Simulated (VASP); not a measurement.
Computed with PBE GGA, VASP's PBE PAW potentials (set 64) (plane waves; VASP).

VASP ran on this input.

### INCAR
```
SYSTEM  =  Pb
PREC  =  Accurate; ENCUT  =  300; LREAL  =  .FALSE.
LASPH  =  .TRUE.
EDIFF  =  1E-6; NELM  =  100; ALGO  =  Normal
LMAXMIX  =  4
ISMEAR  =  -1; SIGMA  =  0.1
GGA  =  PE
ISIF  =  2
LWAVE  =  .FALSE.; LCHARG  =  .FALSE.
```

POSCAR:
```
Pb
3.5633980
  0.0000000000   0.7071068121   0.7071068121
  0.7071068121   0.0000000000   0.7071068121
  0.7071068121   0.7071068121   0.0000000000
Pb
1
Cartesian
  0.0000000000   0.0000000000   0.0000000000
```

File KPOINTS:
```
Automatic mesh
0
Gamma
8 8 8
0 0 0
```

POTCAR, in this order: Pb_d (PBE.64 set). Program: vasp_std.

**Question.** What will the output report for the number of irreducible k-points (NKPTS), largest plane-wave count, number of space-group operations, FFT grid (NGX, NGY, NGZ)?

**Answer.** 
```yaml
number of irreducible k-points (NKPTS): 29
largest_plane_wave_count: 391
number_of_space_group_operations: 48
FFT grid (NGX, NGY, NGZ): 20 × 20 × 20
```

The structure comes from a computed database's Pb entry; how it stands against other phases isn't given here. The cell was not relaxed at this level.
